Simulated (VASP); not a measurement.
Data:

```yaml
crystal:
  lattice:
    - [4.01879, 0.00000, 0.00000]
    - [-2.00940, 3.48037, 0.00000]
    - [0.00000, 0.00000, 6.83620]
  atoms:
    - { symbol: Sc, position: [0.00000, 0.00000, 0.00000] }
    - { symbol: Sc, position: [0.00000, 0.00000, 0.50000] }
    - { symbol: Te, position: [0.33333, 0.66667, 0.25000] }
    - { symbol: Te, position: [0.66667, 0.33333, 0.75000] }
```

Calculation: LDA (Ceperley-Alder, Perdew-Zunger), VASP's LDA PAW potentials (set 64) (plane waves; VASP). Settings: 400 eV cut-off, 10×10×5 Γ-centred mesh, tetrahedra with Blöchl corrections, potentials Sc_sv Te.

The cores are frozen, which limits the accuracy of field gradients.

Q: Give the principal components of the electric field gradient (V/Å²) and the asymmetry η at each nucleus.

A: 
```json
[
 {"atom": "Sc1", "Vxx": "13.9", "Vyy": "13.9", "Vzz": "-27.8", "η": "0.00"},
 {"atom": "Sc2", "Vxx": "13.9", "Vyy": "13.9", "Vzz": "-27.8", "η": "0.00"},
 {"atom": "Te3", "Vxx": "-16.4", "Vyy": "-16.4", "Vzz": "32.8", "η": "0.00"},
 {"atom": "Te4", "Vxx": "-16.4", "Vyy": "-16.4", "Vzz": "32.8", "η": "0.00"}
]
```

The structure was generated: ScTe was put into the NiAs type type (P6_3/mmc), which need not be its known phase. It was relaxed first, which changed the volume by -33 %.
